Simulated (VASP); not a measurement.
# Mg2CdS3 (P1) in VASP: relaxation of cell and atoms with PBE

Aim: the relaxation of cell and atoms of Mg2CdS3 with PBE.

Everything below comes from runs of VASP 6.6.1. Logs are shortened: lines on timing, memory, paths and dates and some standing lists are left out, and cuts for length are marked.

### 1 The structure

The typed cell holds 12 atoms: a = 7.105 Å, b = 6.953 Å, c = 6.652 Å, α = 89.28°, β = 87.14°, γ = 60.45°.

The cell was built by a generator and needn't be a form met in nature.

### 2 Relaxation of cell and atoms, PBE

Input file INCAR:

```
SYSTEM = Mg2CdS3
PREC     = Normal         ! precision mode
ENCUT    = 520            ! plane-wave cutoff, eV
EDIFF    = 1E-5           ! SCF threshold, eV
ISMEAR   = 0              ! smearing method
SIGMA    = 0.05           ! smearing width, eV
LREAL    = Auto         
LASPH    = .True.         ! aspherical terms in the spheres
NELM     = 80             ! most SCF steps
ALGO     = Fast           ! electronic algorithm
ISIF     = 3              ! what is computed and relaxed
LWAVE    = .False.        ! write WAVECAR
LCHARG   = .False.        ! write CHGCAR
GGA      = PE             ! functional
IBRION   = 2              ! ionic algorithm
NSW      = 110            ! ionic steps
EDIFFG   = -0.03          ! ionic threshold
ISYM     = 0            
KPAR     = 2
```

Input file KPOINTS:

```
regular mesh
0
Gamma
  3 3 3
  0 0 0
```

Input file POSCAR:

```
Mg2CdS3
1.0
    6.1152966900     -3.6132776800      0.1773359700
    6.0285798200      3.4630635000      0.0441288300
    0.1194169300     -0.1244216900      6.6498516400
Mg Cd S
4 2 6
Direct
    0.4940253700      0.1774656000      0.0078771500
    0.5059915900      0.8241746400      0.4948291000
    0.1646230800      0.5079027700      0.4988887600
    0.8233394000      0.5119868600      0.9930250500
    0.1641043400      0.8398432200      0.9897281600
    0.8302433400      0.1608778600      0.5096772600
    0.1931770100      0.8171128000      0.3841560400
    0.4891933800      0.1697684000      0.3638033000
    0.5058351100      0.8390201000      0.8742136000
    0.8272069900      0.1762514500      0.8860072700
    0.1698004800      0.4930909100      0.8670029300
    0.8165906600      0.5106206700      0.3794396100
```

Potentials or basis: VASP PAW PBE potentials, release 64 (Mg, Cd, S).

On the command line:

```bash
> cat potpaw_PBE.64/Mg/POTCAR potpaw_PBE.64/Cd/POTCAR potpaw_PBE.64/S/POTCAR > POTCAR
> mpirun -np 2 vasp_std > vasp.out
```

OUTCAR:

```text
SYSTEM = Mg2CdS3
   PREC = Normal
   ENCUT = 520
   EDIFF = 1E-5
   ISMEAR = 0
   LREAL = Auto
   LASPH = .True.
   NELM = 80
   ISIF = 3
   GGA = PE
   IBRION = 2
   NSW = 110
   EDIFFG = -0.03
   ISYM = 0

 ion  position               nearest neighbor table
   1  0.494  0.177  0.008-   8 2.37  10 2.46  11 2.49   9 2.49
   2  0.506  0.824  0.495-  12 2.31   7 2.40   8 2.49   9 2.53
   3  0.165  0.508  0.499-   7 2.37  11 2.45   8 2.48  12 2.63
   4  0.823  0.512  0.993-  10 2.44   9 2.44  11 2.50  12 2.57
   5  0.164  0.840  0.990-  10 2.51   9 2.51  11 2.54   7 2.64
   6  0.830  0.161  0.510-  10 2.51  12 2.53   7 2.61   8 2.63
   7  0.193  0.817  0.384-   3 2.37   2 2.40   6 2.61   5 2.64
   8  0.489  0.170  0.364-   1 2.37   3 2.48   2 2.49   6 2.63
   9  0.506  0.839  0.874-   4 2.44   1 2.49   5 2.51   2 2.53
  10  0.827  0.176  0.886-   4 2.44   1 2.46   6 2.51   5 2.51
  11  0.170  0.493  0.867-   3 2.45   1 2.49   4 2.50   5 2.54
  12  0.817  0.511  0.379-   2 2.31   6 2.53   4 2.57   3 2.63

IMPORTANT INFORMATION: All symmetrisations will be switched off!
NOSYMM: (Re-)initialisation of all symmetry stuff for point group C_1.

----------------------------------------------------------------------------------------

                                     Primitive cell

  volume of cell :     285.4898

  direct lattice vectors                    reciprocal lattice vectors
     6.115296690 -3.613277680  0.177335970     0.080683627 -0.140403958 -0.004075924
     6.028579820  3.463063500  0.044128830     0.084086016  0.142368117  0.001153768
     0.119416930 -0.124421690  6.649851640    -0.002709643  0.002799481  0.150480334

  length of vectors
     7.105214792  6.952591661  6.652087491     0.161986828  0.165349538  0.150530761

  position of ions in fractional coordinates (direct lattice)
     0.494025370  0.177465600  0.007877150
     0.505991590  0.824174640  0.494829100
     0.164623080  0.507902770  0.498888760
     0.823339400  0.511986860  0.993025050
     0.164104340  0.839843220  0.989728160
     0.830243340  0.160877860  0.509677260
     0.193177010  0.817112800  0.384156040
     0.489193380  0.169768400  0.363803300
     0.505835110  0.839020100  0.874213600
     0.827206990  0.176251450  0.886007270
     0.169800480  0.493090910  0.867002930
     0.816590660  0.510620670  0.379439610

  ion indices of the primitive-cell ions
   primitive index   ion index
                 1           1
                 2           2
                 3           3
                 4           4
                 5           5
                 6           6
                 7           7
                 8           8
                 9           9
                10          10
                11          11
                12          12

----------------------------------------------------------------------------------------

 KPOINTS: regular mesh

Automatic generation of k-mesh.
 Grid dimensions read from file:
 generate k-points for:    3    3    3

 Generating k-lattice:

  Cartesian coordinates                     Fractional coordinates (reciprocal lattice)
     0.026894542 -0.046801319 -0.001358641     0.333333333  0.000000000  0.000000000
     0.028028672  0.047456039  0.000384589    -0.000000000  0.333333333 -0.000000000
    -0.000903214  0.000933160  0.050160111     0.000000000  0.000000000  0.333333333

  Length of vectors
     0.053995609  0.055116513  0.050176920

  Shift w.r.t. Gamma in fractional coordinates (k-lattice)
     0.000000000  0.000000000  0.000000000

 Subroutine IBZKPT returns following result:
 ===========================================

 Found     14 irreducible k-points:

 Following reciprocal coordinates:
            Coordinates               Weight
  0.000000  0.000000  0.000000      1.000000
  0.333333 -0.000000  0.000000      2.000000
  0.000000  0.333333 -0.000000      2.000000
  0.333333  0.333333 -0.000000      2.000000
 -0.333333  0.333333  0.000000      2.000000
  0.000000 -0.000000  0.333333      2.000000
  0.333333 -0.000000  0.333333      2.000000
 -0.333333 -0.000000  0.333333      2.000000
  0.000000  0.333333  0.333333      2.000000
  0.333333  0.333333  0.333333      2.000000
 -0.333333  0.333333  0.333333      2.000000
  0.000000 -0.333333  0.333333      2.000000
  0.333333 -0.333333  0.333333      2.000000
 -0.333333 -0.333333  0.333333      2.000000
   k-points           NKPTS =     14   k-points in BZ     NKDIM =     14   number of bands    NBANDS=     41
   number of dos      NEDOS =    301   number of ions     NIONS =     12
   total plane-waves  NPLWV =  64000
   dimension x,y,z NGX =    40 NGY =   40 NGZ =   40
   dimension x,y,z NGXF=    80 NGYF=   80 NGZF=   80
   ions per type =               4   2   6
   NGX,Y,Z   is equivalent  to a cutoff of   9.36,  9.56, 10.00 a.u.
   NGXF,Y,Z  is equivalent  to a cutoff of  18.72, 19.13, 19.99 a.u.
 SYSTEM =  Mg2CdS3
   PREC   = normal    normal or accurate (medium, high low for compatibility)
   ISTART =      0    job   : 0-new  1-cont  2-samecut
   ICHARG =      2    charge: 1-file 2-atom 10-const
   ISPIN  =      1    spin polarized calculation?
   LNONCOLLINEAR =      F non collinear calculations
   LSORBIT =      F    spin-orbit coupling
   LASPH  =      T    aspherical Exc in radial PAW
   ENCUT  =  520.0 eV  38.22 Ry    6.18 a.u.  13.21 12.93 12.37*2*pi/ulx,y,z
   NELM   =     80;   NELMIN=  2; NELMDL= -5     # of ELM steps
   EDIFF  = 0.1E-04   stopping-criterion for ELM
   LREAL  =      T    real-space projection
   EDIFFG = -.3E-01   stopping-criterion for IOM
   NSW    =    110    number of steps for IOM
   IBRION =      2    ionic relax: 0-MD 1-quasi-New 2-CG
   NFREE  =      1    steps in history (QN), initial steepest desc. (CG)
   ISIF   =      3    stress and relaxation
   ISYM   =      0    0-nonsym 1-usesym 2-fastsym
   POTIM  = 0.5000    time-step for ionic-motion
   TEBEG  =    0.0;   TEEND  =   0.0 temperature during run
   PSTRESS=    0.0 pullay stress
   NELECT =      68.0000    total number of electrons
   NUPDOWN=      -1.0000    fix difference up-down
   EMIN   =  10.00;   EMAX   =-10.00  energy-range for DOS
   EFERMI =   0.00;   METHOD = LEGACY
   ISMEAR =     0;   SIGMA  =   0.05  broadening in eV -4-tet -1-fermi 0-gaus
   EFERMI_NEDOS =   21; number of points for ismear=-14 and -15
   IALGO  =     68    algorithm
   IMIX   =      4    mixing-type and parameters
     AMIX     =   0.40;   BMIX     =  1.00
     AMIX_MAG =   1.60;   BMIX_MAG =  1.00
  volume/ion in A,a.u.               =      23.79       160.55
  Fermi-wavevector in a.u.,A,eV,Ry     =   1.014801  1.917696 14.011571  1.029821
  Thomas-Fermi vector in A             =   2.148050
   LORBIT       =      0    0 simple, 1 ext, 2 COOP (PROOUT), +10 PAW based schemes
   GGA     = PE    functional components
   LHFCALC =     F    Hartree Fock is set to
   AEXX    =    0.0000 exact exchange contribution
   IVDW    =     0    specifies the selected vdW correction
   LEPSILON=     F    determine dielectric tensor
   LRPA    =     F    only Hartree local field effects (RPA)
 conjugate gradient relaxation of ions
 non-spin polarized calculation
 RMM-DIIS sequential band-by-band and
 Gauss-broadening in eV      SIGMA  =   0.05
  energy-cutoff  :      520.00
  volume of cell :      285.49
 maximum number of plane-waves:      7704
   NGX = 27   NGY = 25   NGZ = 25

--------------------------------------- Ionic step        1  -------------------------------------------

 number of electron      68.0000000 magnetization

 Free energy of the ion-electron system (eV)
  ---------------------------------------------------
  ext. energy  EPLUGINS =         0.00000000
  ---------------------------------------------------
  free energy    TOTEN  =       -45.92031636 eV

  energy without entropy =      -45.92031636  energy(sigma->0) =      -45.92031636

------------------------ aborting loop because EDIFF is reached ----------------------------------------

  FORCE on cell =-STRESS in cart. coord.  units (eV):
  Direction    XX          YY          ZZ          XY          YZ          ZX
  --------------------------------------------------------------------------------------
  -------------------------------------------------------------------------------------
  Total        1.8336820      2.1311390      0.7565388      1.5481188      1.3077978     -1.4187993
  in kB       10.2906803     11.9600179      4.2457191      8.6880907      7.3394017     -7.9623453
  external PRESSURE =       8.8321391 kB  Pullay stress =       0.0000000 kB
[... 119 lines left out ...]
  FREE ENERGIE OF THE ION-ELECTRON SYSTEM (eV)
  ---------------------------------------------------
  free  energy   TOTEN  =       -46.1781795116 eV

  energy  without entropy=      -46.1781795115  energy(sigma->0) =      -46.17817951

[... ionic steps 4 to 13 ...]

--------------------------------------- Ionic step       14  -------------------------------------------

 number of electron      68.0000003 magnetization

------------------------ aborting loop because EDIFF is reached ----------------------------------------

  FORCE on cell =-STRESS in cart. coord.  units (eV):
  Direction    XX          YY          ZZ          XY          YZ          ZX
  --------------------------------------------------------------------------------------
  -------------------------------------------------------------------------------------
  Total       -0.1130900     -0.0067569     -0.1166686      0.0397431     -0.0711363      0.0270552
  in kB       -0.6280898     -0.0375272     -0.6479650      0.2207287     -0.3950833      0.1502614
  external PRESSURE =      -0.4378606 kB  Pullay stress =       0.0000000 kB
[... 77 lines left out ...]
  energy  without entropy=      -46.2484085896  energy(sigma->0) =      -46.24840859

--------------------------------------- Ionic step       16  -------------------------------------------

 number of electron      68.0000002 magnetization

 Free energy of the ion-electron system (eV)
  ---------------------------------------------------
  ext. energy  EPLUGINS =         0.00000000
  ---------------------------------------------------
  free energy    TOTEN  =       -46.24895954 eV

  energy without entropy =      -46.24895954  energy(sigma->0) =      -46.24895954

 E-fermi :   1.2068     XC(G=0):  -8.5435

 val. band max:        0.9455787923   @ k =   0.0000   0.0000   0.0000
 cond. band min:       3.5030798568   @ k =   0.0000   0.0000   0.0000
 fundamental gap:      2.5575010645
 Fermi energy:         1.2067779050

 k-point     1 :       0.0000    0.0000    0.0000
  band No.  band energies     occupation
      1     -10.5745      2.00000
      2     -10.0532      2.00000
      3      -9.9249      2.00000
      4      -9.8758      2.00000
      5      -9.8515      2.00000
      6      -9.8457      2.00000
[... 644 lines left out ...]
  FREE ENERGIE OF THE ION-ELECTRON SYSTEM (eV)
  ---------------------------------------------------
  free  energy   TOTEN  =       -46.2489595399 eV

  energy  without entropy=      -46.2489595399  energy(sigma->0) =      -46.24895954

 reached required accuracy - stopping structural energy minimisation
```

Run time: 7.3 min. Hardware: 2 MPI ranks of AMD EPYC 7R13 (Zen 3), shared host; peak memory 0.29 GiB.

What came out:

```
Free energy                            : -46.2490 eV
Relaxed volume                         : 24.03 Å³/atom
Relaxed cell                           : a = 7.091 Å, b = 7.100 Å, c = 6.618 Å, α = 90.02°, β = 90.10°, γ = 59.92°
Space group after relaxing (to 0.05 Å) : Cmc2_1 (No. 36)
Energy gained by relaxing              : 27.4 meV/atom
Ionic steps                            : 16
Pressure after relaxing                : 0.0 GPa
Largest force after relaxing           : 0.021 eV/Å
Band gap on the k mesh                 : 2.56 eV, direct
```

Forces in eV/Å, atoms in the order of the input:
```
Mg  -0.002  0.000  0.003
Mg   0.002 -0.003 -0.011
Mg   0.000  0.011 -0.001
Mg   0.000  0.000 -0.002
Cd  -0.011  0.002  0.000
Cd   0.008  0.020 -0.003
S    0.004 -0.003  0.017
S    0.003  0.005  0.001
S   -0.012 -0.017  0.005
S   -0.002 -0.005 -0.005
S   -0.006 -0.014 -0.003
S    0.014  0.003  0.000
```

The path:
```csv
step,energy change (eV),largest force (eV/Å),pressure (GPa),volume (Å³)
1,0.0000,1.3799,0.88,285.49
2,-0.2275,0.5064,-0.46,290.91
3,-0.2579,0.3571,-1.02,293.84
4,-0.3001,0.2197,0.10,287.68
5,-0.3006,0.2219,0.27,286.86
6,-0.3133,0.1684,0.15,287.50
7,-0.3194,0.1172,0.01,288.23
8,-0.3195,0.1171,-0.01,288.35
9,-0.3245,0.0641,-0.04,288.48
10,-0.3250,0.0641,-0.06,288.55
11,-0.3250,0.0626,-0.06,288.54
12,-0.3267,0.0471,0.04,288.03
13,-0.3270,0.0501,0.10,287.73
14,-0.3280,0.0370,-0.04,288.48
15,-0.3281,0.0351,-0.06,288.67
16,-0.3286,0.0215,-0.01,288.33
```

Final structure:
```
Mg Cd S
1.0
     6.14430   -3.53960   -0.00591
     6.14991    3.54773   -0.00083
    -0.00428    0.00466    6.61811
Mg Cd S
4 2 6
Cartesian
  4.0882 -1.1442 6.6049
  8.2133 1.1868 3.2953
  4.0775 1.1821 3.2965
  8.2219 -1.1425 6.6035
  6.1626 2.3669 6.5980
  6.1406 -2.3313 3.2915
  6.1451 2.2989 2.5561
  4.0263 -1.1325 2.4548
  8.2779 1.1738 5.7622
  6.1547 -2.2577 5.8665
  4.0413 1.1718 5.7666
  8.2560 -1.1290 2.4541
```

Levels at points of the mesh, in eV from the valence-band top:
```
           k point  band 31  band 32  band 33  band 34  band 35  band 36  band 37  band 38
(0.00, 0.00, 0.00)    -0.48    -0.03    -0.02     0.00     2.56     3.84     4.85     4.91
```

PBE gaps usually lie below the measured ones, often by a third to a half.
